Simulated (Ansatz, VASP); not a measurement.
# TaN: VASP beside Ansatz, part 2 of 2

Wanted: the spread between two codes on one cell, functional and k mesh. The cell is taken from a series of runs on this material, whose earlier steps may have relaxed, scaled, displaced or heated it; both programs get it as it stands.

VASP 6.6.1 and Ansatz 0.2.0.

So far: The starting structure; VASP: zone-centre phonons, LDA.

## (3) Ansatz: zone-centre phonons, LDA

Level of this step: Ansatz beside VASP: Kohn-Sham DFT, plane waves, LDA (Ansatz).

Ansatz runs on its PAW soft_1 files.

The same cell, functional (in two slightly different forms), mesh and smearing now go to Ansatz, which takes its cutoff from its data sets.

Input file input.yaml:

```yaml
crystal:
  lattice:
    - [3.02276876, 0.0, 0.0]
    - [-1.51138438, 2.6177945359, 0.0]
    - [0.0, 0.0, 2.8131398592]
  atoms:
    - { symbol: "N", position: [0.6666666667, 0.3333333333, 0.0] }
    - { symbol: Ta, position: [0.0, 0.0, 0.5] }
kpoints:
  mp_grid: { grid: [18, 18, 16] }
hamiltonian:
  xc: lda
  pseudopotentials: { kind: paw, azcp: { folder: soft_1 }, xc_functional: pbe }
scf:
  occupations: { method: methfessel_paxton, width: 0.2 }
output:
  eigenvalues: true
phonons:
  method: dfpt
```

Launch:

```bash
$ ansatz run input.yaml --threads 4 --pin off --max-ram 10240MiB --backend cpu --events-out ev --progress --plain --runs-dir out
```

Numbers of over 12 decimals in the logs are rounded to 6 here.

The program printed:

```text
zone centre: on kpoints.mp_grid the ground state, and the responses unless they are solved on pairs of k-points, stand on 819 of the mesh's 5184 k-points, reduced under 4 symmetry operations, with k and −k counted as one. Each operation leaves every solved displacement unchanged or reverses it
Engine: ansatz 0.2.0, aarch64-unknown-linux-gnu
Pseudopotentials: kind: paw
Pseudopotential: N, paw, valence charge 5, recommended cutoff 420 eV (normal), soft_1/N.paw.azcp
Pseudopotential: Ta, paw, valence charge 13, recommended cutoff 420 eV (normal), soft_1/Ta.paw.azcp
Functional definition: SPW92
  exchange = slater_x
  correlation = pw_c
Crystal: 2 atoms, lattice volume = 22.260 Å³
Basis set: ecut = 420 eV, 417 PW (Γ), exchange–correlation on 48×48×40 points (8 copies of the dense FFT grid, shifted against one another)
Bands: 13, of which v1, the nominal top of the filled ones, is band 9 counted from 1 (8 counted from 0)
Symmetry: 12 space group operations
k-points: 819 of 5184 (irreducible under 4 space group operations, time reversal used)
Non-local potential: N, projectors of the file, l = 0: 2, l = 1: 2, l = 2: 1
Non-local potential: Ta, projectors of the file, l = 0: 3, l = 1: 2, l = 2: 2, l = 3: 1
PAW form: soft (Blöchl's): semilocal exchange-correlation on the pseudo side does not see the compensation charge
PAW frozen core: N, regenerated for the run's functional, and the local potential with it (the file was generated under x = pbe(κ = 0.804, μ = 0.219515), c = pbe(β = 0.066725))
PAW frozen core: Ta, regenerated for the run's functional, and the local potential with it (the file was generated under x = pbe(κ = 0.804, μ = 0.219515), c = pbe(β = 0.066725))
PAW one-centre angular grid: N, 110 points (default); XC on 64 Gauss nodes
PAW one-centre angular grid: Ta, 590 points (default); XC on 64 Gauss nodes
Initial density: superposition of atomic densities (chi_scale 0.1, normalization cell, long waves kept (reshape's long-wave potential 0.00 eV rms))
Initial wavefunctions: pseudopotential atomic-orbital guess
Functional: x = slater, c = lda
SCF iter   1: F=—  HF=-10059.889061 eV  |F-HF|=—  |Δ(HF+E_count)|=         —  Δρ=4.50e-2  dr2=2.26e-1  ethr=3.10e-3  ⟨swp⟩=5.0  Hψ=53276  notcnv=0
preconditioner: auto → none  [metal: Δε(μ)=0.049 eV  Ē_g=10.822 eV  σ=0.200 eV  W_gap=0.21  n_scr=8 (ndim 8)  ℏωp=24.9 eV  f_vac=0.000  D(μ)=0.06/eV (n_scr^D=0)  sad-step TF]
SCF iter   2: F=—  HF=-10059.880421 eV  |F-HF|=—  |Δ(HF+E_count)|=   8.64e-3  S|Δr|=    0.00e0  Δρ=2.78e-2  dr2=9.86e-2  ethr=1.26e-3  ⟨swp⟩=1.0  Hψ=17199  notcnv=0
SCF iter   3: F=—  HF=-10059.868620 eV  |F-HF|=—  |Δ(HF+E_count)|=   1.18e-2  S|Δr|=    0.00e0  Δρ=1.73e-3  dr2=3.09e-4  ethr=5.48e-4  ⟨swp⟩=2.0  Hψ=13854  notcnv=0
SCF iter   4: F=—  HF=-10059.868620 eV  |F-HF|=—  |Δ(HF+E_count)|=   4.44e-7  S|Δr|=    0.00e0  Δρ=4.77e-4  dr2=4.32e-5  ethr=1.72e-6  ⟨swp⟩=2.0  Hψ=14585  notcnv=0
SCF iter   5: F=—  HF=-10059.868612 eV  |F-HF|=—  |Δ(HF+E_count)|=   8.34e-6  S|Δr|=    0.00e0  Δρ=4.42e-5  dr2=2.82e-7  ethr=2.40e-7  ⟨swp⟩=2.0  Hψ=13814  notcnv=0
SCF iter   6: F=—  HF=-10059.868611 eV  |F-HF|=—  |Δ(HF+E_count)|=   1.44e-6  S|Δr|=    0.00e0  Δρ=1.11e-5  dr2=8.17e-9  ethr=1.57e-9  ⟨swp⟩=2.0  Hψ=17096  notcnv=0
SCF iter   7: F=—  HF=-10059.868611 eV  |F-HF|=—  |Δ(HF+E_count)|=   1.12e-9  S|Δr|=    0.00e0  Δρ=1.59e-6  dr2=2.47e-10  ethr=4.54e-11  ⟨swp⟩=2.0  Hψ=14430  notcnv=0
SCF iter   8: F=-10059.868611 eV  HF=-10059.868611 eV  |F-HF|=1.82e-12  |Δ(HF+E_count)|=  4.91e-11  S|Δr|=    0.00e0  Δρ=1.54e-7  dr2=2.75e-12  ethr=1.00e-12  ⟨swp⟩=6.3  Hψ=47662  notcnv=0
the search or the solves at the SCF's close seem to have found levels that the self-consistency loop had missed (the run counts 6). By its estimate they hold under 1e-12 electrons; where the run keeps them, the occupations were computed again with them
SCF 1 converged in 8 iterations: F = -10059.868611 eV  dr2 = 2.75e-12
  greatest PAW one-centre occupation: 0.999 electrons in one spin orbital (limit 2), on the Ta atom at site 1 (counted from 0), in its partial waves of l = 0
DFPT response loops at Γ: preconditioner auto → Kerker (q_TF=auto, 2.633 Å⁻¹) (partly filled bands, converged f_vac=0.000); β = 1.00, the filter's whole step (`scf.mixing.beta` (0.50) is not read by the response loops under this deck's `scf.mixing.preconditioner`; to damp them name `kerker` or `kerker_dos`, under which they read `scf.mixing.beta`, and type it under 1.00, their step now; both keys bind the ground state too); Broyden in place of MSR1
SCF converged after 8 iterations
Stability not checked: this state was not tested for a lower state beside it, because cold or Methfessel-Paxton smearing, or corrected tetrahedra, fill the levels in a way that the test cannot read (fill_not_monotonic; see scf.lower_state_search)
Free energy (F): -10059.868611 eV
Harris-Foulkes:  -10059.868611 eV  (|F-HF|=1.82e-12)
Internal energy: -10059.869809 eV  (E = F + TS)
E sigma→0 (E₀):  -10059.868910 eV
Entropy (-TS):   0.001198 eV (0.599 meV/atom)
Fermi energy:    19.006824 eV
--- Per-component energies (eV) ---
  E_band       = -71.813135
  E_kinetic    = 520.962112
  E_local      = -623.037523  (includes V_loc(G=0)·N_el)
  E_nonlocal   = 30.024282
  E_hartree    = 219.057684
  E_xc         = -377.691900
  E_vxc        = -309.466145  (∫ρ·V_xc dr)
  E_paw        = -8176.263942  (= ΣΔE_a)
  E_vpaw       = -128.412163  (= ΣTr[D̂ρ^β])
  E_aug_tail   = 0.000920  (compensation charges beyond the density's cutoff)
  E_ewald      = -1653.260483
  E_core_change = 0.339041  (= ΣΔE_core)
  E_smearing   = 0.001198  (= −TS)
  E_closure    = 0.000000  (closes the sum)
  Σ components = -10059.868611   (vs F -10059.868611, Δ=0.00e0)
--- Band table (eV; the first three rows and the last of 819) ---
  k-point 0: bands = [... 5 lower, 14.2457, 14.2457, 15.0946, 16.5369, 20.7387, 22.7507, 22.7507, 22.9523]
  k-point 1: bands = [... 5 lower, 14.2799, 14.2799, 14.8524, 16.7115, 20.9031, 22.0042, 22.0042, 23.5359]
  k-point 2: bands = [... 5 lower, 14.2220, 14.3776, 14.3776, 17.2171, 21.1386, 21.1386, 21.3295, 23.9064]
  k-point 818: bands = [... 5 lower, 11.5790, 12.2578, 14.9821, 18.2027, 22.6052, 24.1135, 24.7253, 25.8046]
--- Phonons (Γ-DFPT): 4 representative perturbations + reference, on 819 of 5184 k-points (Σ response iterations 12) ---
  k mesh reduced under 4 symmetry operations, with k and −k counted as one. Each operation leaves every solved displacement unchanged or reverses it
  ASR residual: 7.621e-5 → 0.000e0 eV/Å²; symmetrization residual: 3.445e-6 eV/Å²
  ASR residual per site (eV/Å²): 4.24e-5 7.62e-5
  Γ frequencies (cm⁻¹): 0.00 0.00 0.00 491.26 491.26 513.54
  non-analytic LO–TO correction: not included (Born effective charges unavailable; polar crystals: no LO–TO splitting at Γ)
```

## (4) Side by side

Known differences besides the potentials themselves: the data sets hold 18 valence electrons in Ansatz (on its PAW soft_1 files) and 16 in VASP; the cutoff is 420 eV in Ansatz and 600 eV in VASP; VASP's log shows a relativistic correction to its local exchange, Ansatz's none. Total energies have different zeros and are not compared.

Both answers:

| quantity | Ansatz | VASP | difference |
| --- | --- | --- | --- |
| optical mode 1 to 2 (cm⁻¹) | 491.3 | 494.1 | -0.58 % |
| optical mode 3 (cm⁻¹) | 513.5 | 516.6 | -0.59 % |

Modes are paired by rising frequency, not by their patterns, so a pair may set unlike modes beside each other; they are those without the splitting of longitudinal modes.

## (5) What came out

```yaml
r_m_s_difference_of_the_optical_zone_centre_modes_each_program_s_sorted_by_frequency_zone_centre_phonons_lda: 2.9 cm⁻¹
difference_in_optical_mode_3_zone_centre_phonons_lda: -0.6 %
```

In words: The r.m.s. difference of the optical zone-centre modes, each program's sorted by frequency is 2.9 cm⁻¹ (zone-centre phonons, LDA). The data sets hold unlike numbers of valence electrons (18 in Ansatz and 16 in VASP), so part of the differences comes from the potentials. Among the rows given in per cent, the largest difference of the zone-centre phonons, LDA pair is in optical mode 3, -0.6 %. Such differences can come from data sets, numerical settings and the points named under the comparisons, not from the functional's error against experiment.

[Lines on the potential files, build, host, timing and source positions are cut from VASP's logs without a mark.]

[Logs are printed without paths, hosts, clocks, repeated set-up lines and the standing remarks that a program may print on its own settings, such as how far it seeks lower states.]

[Hosts, paths, dates, database ids (printed as entryN), source tags and the programs' standing remarks are cut or masked in the printed files.]
